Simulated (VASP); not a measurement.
Level of theory: PW91 GGA, VASP's PBE PAW potentials (set 64) (plane waves; VASP 6.6.1).

Input for VASP

File POSCAR:
```
HgTe
1
    0.0000000000     3.3283680906     3.3283680906
    3.3283680906     0.0000000000     3.3283680906
    3.3283680906     3.3283680906     0.0000000000
Hg Te
1 1
Direct
  0.0000000000   0.0000000000   0.0000000000
  0.2500000000   0.2500000000   0.2500000000
```

### KPOINTS
```
Automatic mesh
0
Gamma
11 11 11
0 0 0
```

**INCAR**
```
ALGO = Normal
EDIFF = 1E-7
ENCUT = 520
GGA = 91
ISIF = 2
ISMEAR = -5
LASPH = .True.
LCHARG = .True.
LMAXMIX = 6
LORBIT = 11
LREAL = .False.
LWAVE = .False.
NEDOS = 601
NELM = 100
PREC = Accurate
SYSTEM = HgTe
```

POTCAR, in this order: Hg Te (PBE.64 set). Program: vasp_std.

Task: What will the output report for the number of irreducible k-points (NKPTS), largest plane-wave count, number of space-group operations, FFT grid (NGX, NGY, NGZ)?

Result: 
```json
{
  "number of irreducible k-points (NKPTS)": "56",
  "largest_plane_wave_count": "2004",
  "number_of_space_group_operations": "24",
  "FFT grid (NGX, NGY, NGZ)": "36 × 36 × 36"
}
```

The compound is HgTe in the zinc blende structure. It was relaxed first, which changed the volume by +9 %.
